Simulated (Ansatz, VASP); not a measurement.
## Two plane-wave programs on Sc3Fe

The input INCAR:

```
SYSTEM = Sc3Fe
PREC = Accurate
ENCUT = 520
EDIFF = 1E-6
ISMEAR = 0
SIGMA = 0.1
LREAL = .FALSE.
LASPH = .TRUE.
NELM = 80
ALGO = Fast
ISIF = 2
LWAVE = .FALSE.
LCHARG = .FALSE.
GGA = PE
NBANDS = 28
```

KPOINTS

```
regular mesh
0
G
  10 10 10
  0 0 0
```

The input POSCAR:

```
Sc3Fe
1.0
    4.3341665860      0.0000000000      0.0000000000
    0.0000000000      4.3341665860      0.0000000000
    0.0000000000      0.0000000000      4.3341665860
Sc Fe
3 1
Direct
    0.0000000000      0.5000000000      0.5000000000
    0.5000000000      0.0000000000      0.5000000000
    0.5000000000      0.5000000000      0.0000000000
    0.0000000000      0.0000000000      0.0000000000
```

Input for Ansatz:

```yaml
crystal:
  lattice:
    - [4.334166586, 0.0, 0.0]
    - [0.0, 4.334166586, 0.0]
    - [0.0, 0.0, 4.334166586]
  atoms:
    - { symbol: Sc, position: [0.0, 0.5, 0.5] }
    - { symbol: Sc, position: [0.5, 0.0, 0.5] }
    - { symbol: Sc, position: [0.5, 0.5, 0.0] }
    - { symbol: Fe, position: [0.0, 0.0, 0.0] }
basis:
  ecutwfc: 420
kpoints:
  mp_grid: { grid: [10, 10, 10] }
hamiltonian:
  xc: pbe
scf:
  occupations: { method: gaussian, width: 0.1 }
  lower_state_search: "off"
output:
  forces: true
  stress: true
  eigenvalues: true
```

Alike in both runs: task single point; functional PBE; k mesh 10 × 10 × 10; occupations gaussian, width 0.1 eV; no spin polarisation.

```csv
,VASP,Ansatz
version,VASP 6.6.1,Ansatz 0.2.0
potentials or method,"VASP PAW PBE potentials, release 64 (Sc_sv, Fe)","scalar-relativistic, plane waves, PAW"
plane-wave cutoff (eV),520,420
valence electrons in the cell,41,49
```

Ansatz gave:

```
gap on the k mesh at the Fermi level (eV) : none
pressure (GPa)                            : -3.3
```

Question: What did VASP give for the same quantities?

Answer: gap on the k mesh at the Fermi level (eV): none; pressure (GPa): -3.2.

A gap of «none» marks a metal or a gap that the smearing closes. The two sets of potentials don't hold the same shells in valence.

Spin polarisation is off, so any magnetic state and its effect on volume and gap are missing.
